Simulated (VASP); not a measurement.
These are r2SCAN meta-GGA, VASP's PBE PAW potentials (set 64) (plane waves; VASP 6.6.1) values and carry that method's errors.

Input for VASP

KPOINTS_OPT:
```
k-points along high-symmetry lines
8
Line-mode
Reciprocal
  0.000000   0.000000   0.000000 ! GAMMA
  0.500000   0.500000   0.500000 ! T

  0.500000   0.500000   0.500000 ! T
  0.759804   0.240196   0.500000 ! H_2

  0.500000  -0.240196   0.240196 ! H_0
  0.500000   0.000000   0.000000 ! L

  0.500000   0.000000   0.000000 ! L
  0.000000   0.000000   0.000000 ! GAMMA

  0.000000   0.000000   0.000000 ! GAMMA
  0.370098  -0.370098   0.000000 ! S_0

  0.629902   0.000000   0.370098 ! S_2
  0.500000   0.000000   0.500000 ! F

  0.500000   0.000000   0.500000 ! F
  0.000000   0.000000   0.000000 ! GAMMA
```

**INCAR**
```
ALGO=Normal
EDIFF=1E-7
ENCUT=400
ISIF=2
ISMEAR=-5
LASPH=.TRUE.
LCHARG=.FALSE.
LMAXMIX=4
LMIXTAU=.TRUE.
LORBIT=11
LREAL=.FALSE.
LWAVE=.FALSE.
METAGGA=R2SCAN
NEDOS=601
NELM=100
PREC=Accurate
SYSTEM=Bi
```

**POSCAR**
```
Bi
1
    2.2698420026     1.3104934997     4.1042747410
   -2.2698420026     1.3104934997     4.1042747410
    0.0000000000    -2.6209880356     4.1042747538
Bi
2
Direct
  0.2313089770   0.2313089770   0.2313089770
  0.7686910230   0.7686910230   0.7686910230
```

KPOINTS:
```
Automatic mesh
0
Gamma
8 8 8
0 0 0
```

POTCAR, in this order: Bi_d (PBE.64 set). Program: vasp_std.

What VASP printed:

### OUTCAR
```
 ion  position               nearest neighbor table
   1  0.231  0.231  0.231-   2 3.07   2 3.07   2 3.07   2 3.63   2 3.63   2 3.63
   2  0.769  0.769  0.769-   1 3.07   1 3.07   1 3.07   1 3.63   1 3.63   1 3.63
  LATTYP: Found a trigonal (rhomboedric) cell.
 ALAT       =     4.8697686885
 COS(alpha) =     0.5654851873
 Subroutine PRICEL returns:
 Original cell was already a primitive cell.
 Subroutine GETGRP returns: Found 12 space group operations
The static configuration has the point symmetry D_3d.
The dynamic configuration has the point symmetry D_3d.
 Subroutine INISYM returns: Found 12 space group operations
 Subroutine IBZKPT returns following result:
 Found     65 irreducible k-points:

 Following reciprocal coordinates:
            Coordinates               Weight
  0.000000  0.000000  0.000000      1.000000
  0.125000 -0.000000  0.000000      6.000000
  0.250000 -0.000000  0.000000      6.000000
  0.375000 -0.000000 -0.000000      6.000000
  0.500000 -0.000000  0.000000      3.000000
  0.125000  0.125000  0.000000      6.000000
  0.250000  0.125000 -0.000000     12.000000
  0.375000  0.125000  0.000000     12.000000
  0.500000  0.125000  0.000000     12.000000
 -0.375000  0.125000  0.000000     12.000000
 -0.250000  0.125000  0.000000     12.000000
 -0.125000  0.125000  0.000000      6.000000
  0.250000  0.250000  0.000000      6.000000
  0.375000  0.250000 -0.000000     12.000000
  0.500000  0.250000 -0.000000     12.000000
 -0.375000  0.250000  0.000000     12.000000
 -0.250000  0.250000  0.000000      6.000000
  0.375000  0.375000 -0.000000      6.000000
  0.500000  0.375000  0.000000     12.000000
 -0.375000  0.375000  0.000000      6.000000
  0.500000  0.500000  0.000000      3.000000
  0.125000  0.125000  0.125000      2.000000
  0.250000  0.125000  0.125000      6.000000
  0.375000  0.125000  0.125000      6.000000
  0.500000  0.125000  0.125000      6.000000
 -0.375000  0.125000  0.125000      6.000000
 -0.250000  0.125000  0.125000      6.000000
 -0.125000  0.125000  0.125000      6.000000
  0.250000  0.250000  0.125000      6.000000
  0.375000  0.250000  0.125000     12.000000
  0.500000  0.250000  0.125000     12.000000
 -0.375000  0.250000  0.125000     12.000000
 -0.250000  0.250000  0.125000     12.000000
 -0.125000  0.250000  0.125000     12.000000
  0.375000  0.375000  0.125000      6.000000
  0.500000  0.375000  0.125000     12.000000
 -0.375000  0.375000  0.125000     12.000000
 -0.250000  0.375000  0.125000     12.000000
 -0.125000  0.375000  0.125000     12.000000
  0.500000  0.500000  0.125000      6.000000
   k-points           NKPTS =     65   k-points in BZ     NKDIM =     65   number of bands    NBANDS=     19
   number of dos      NEDOS =    601   number of ions     NIONS =      2
   total plane-waves  NPLWV =  32768
   dimension x,y,z NGX =    32 NGY =   32 NGZ =   32
   dimension x,y,z NGXF=    64 NGYF=   64 NGZF=   64
   ions per type =               2
   PREC   = accura    normal or accurate (medium, high low for compatibility)
   ISTART =      0    job   : 0-new  1-cont  2-samecut
   ICHARG =      2    charge: 1-file 2-atom 10-const
   ISPIN  =      1    spin polarized calculation?
   LNONCOLLINEAR =      F non collinear calculations
   LSORBIT =      F    spin-orbit coupling
   INIWAV =      1    electr: 0-lowe 1-rand  2-diag
   ENCUT  =  400.0 eV  29.40 Ry    5.42 a.u.   7.94  7.94  7.94*2*pi/ulx,y,z
   NELM   =    100;   NELMIN=  2; NELMDL= -5     # of ELM steps
   EDIFF  = 0.1E-06   stopping-criterion for ELM
   LREAL  =      F    real-space projection
   NLSPLINE    = F    spline interpolate recip. space projectors
...
```

File OSZICAR:
```
       N       E                     dE             d eps       ncg     rms          rms(c)
DAV:   1     0.166266183120E+03    0.16627E+03   -0.14903E+04  2478   0.162E+03
DAV:   2    -0.101488910992E+03   -0.26776E+03   -0.26425E+03  2500   0.426E+02
DAV:   3    -0.123128108749E+03   -0.21639E+02   -0.21394E+02  2910   0.150E+02
DAV:   4    -0.123858746961E+03   -0.73064E+00   -0.72973E+00  2780   0.303E+01
DAV:   5    -0.123896393079E+03   -0.37646E-01   -0.37628E-01  3405   0.581E+00    0.148E+00
DAV:   6    -0.117788204790E+03    0.61082E+01   -0.21232E+00  2665   0.259E+01    0.102E+00
DAV:   7    -0.116847318986E+03    0.94089E+00   -0.17791E-01  2479   0.537E+00    0.623E-01
DAV:   8    -0.117458283843E+03   -0.61096E+00   -0.17157E-01  2470   0.327E+00    0.140E-01
DAV:   9    -0.116894198897E+03    0.56408E+00   -0.12806E-01  2470   0.343E+00    0.119E-01
DAV:  10    -0.117003584498E+03   -0.10939E+00   -0.66666E-02  2470   0.200E+00    0.111E-01
DAV:  11    -0.117000059523E+03    0.35250E-02   -0.46415E-03  2609   0.767E-01    0.672E-02
DAV:  12    -0.117007583736E+03   -0.75242E-02   -0.45543E-03  2476   0.614E-01    0.318E-02
DAV:  13    -0.117008270192E+03   -0.68646E-03   -0.15351E-03  2512   0.367E-01    0.382E-02
DAV:  14    -0.117008182939E+03    0.87252E-04   -0.29120E-04  2488   0.173E-01    0.174E-02
DAV:  15    -0.117009298836E+03   -0.11159E-02   -0.26587E-04  2476   0.199E-01    0.452E-03
DAV:  16    -0.117009502359E+03   -0.20352E-03   -0.61260E-05  2526   0.776E-02    0.250E-03
DAV:  17    -0.117009495234E+03    0.71250E-05   -0.50793E-06  2689   0.246E-02    0.264E-03
DAV:  18    -0.117009522547E+03   -0.27313E-04   -0.12177E-05  2476   0.341E-02    0.203E-03
DAV:  19    -0.117009525113E+03   -0.25659E-05   -0.17865E-06  2515   0.137E-02    0.570E-04
DAV:  20    -0.117009525326E+03   -0.21335E-06   -0.87139E-08  2124   0.303E-03    0.442E-04
DAV:  21    -0.117009525346E+03   -0.19309E-07   -0.12758E-07  1960   0.284E-03
   1 F= -.11700953E+03 E0= -.11700953E+03  d E =0.000000E+00
       N       E                     dE             ncg
```

**OUTCAR**
```
------------------------ aborting loop because EDIFF is reached ----------------------------------------
  FORCE on cell =-STRESS in cart. coord.  units (eV):
  Direction    XX          YY          ZZ          XY          YZ          ZX
  --------------------------------------------------------------------------------------
  Total        0.0206682      0.0206682      0.0843161     -0.0000000     -0.0000000      0.0000000
  in kB        0.4520581      0.4520580      1.8441770     -0.0000000     -0.0000002      0.0000000
  external PRESSURE =       0.9160977 kB  Pullay stress =       0.0000000 kB
  volume of cell :       73.25
      direct lattice vectors                 reciprocal lattice vectors
     2.269842003  1.310493500  4.104274741     0.220279649  0.127178519  0.081216146
    -2.269842003  1.310493500  4.104274741    -0.220279649  0.127178519  0.081216146
     0.000000000 -2.620988036  4.104274754     0.000000000 -0.254357038  0.081216114
 POSITION                                       TOTAL-FORCE (eV/Angst)
 -----------------------------------------------------------------------------------
      0.00000     -0.00000      2.84807         0.000000     -0.000000      0.054210
      0.00000     -0.00000      9.46476         0.000000      0.000000     -0.054210
 -----------------------------------------------------------------------------------
    total drift:                               -0.000000      0.000000     -0.000000
  FREE ENERGIE OF THE ION-ELECTRON SYSTEM (eV)
  ---------------------------------------------------
  free  energy   TOTEN  =      -117.0095253455 eV

  energy  without entropy=     -117.0095253455  energy(sigma->0) =     -117.00952535

 total charge

# of ion       s       p       d       tot
------------------------------------------
    1        1.491   1.379   9.897  12.767
    2        1.491   1.379   9.897  12.767
--------------------------------------------------
tot          2.982   2.759  19.795  25.535
```
(Selected blocks of OUTCAR.)

For a metal the tetrahedron method with Blöchl corrections gives inexact stress and forces.

The structure comes from a measured Bi entry (R-3m) of the Crystallography Open Database, whose conditions weren't checked. It was relaxed first.
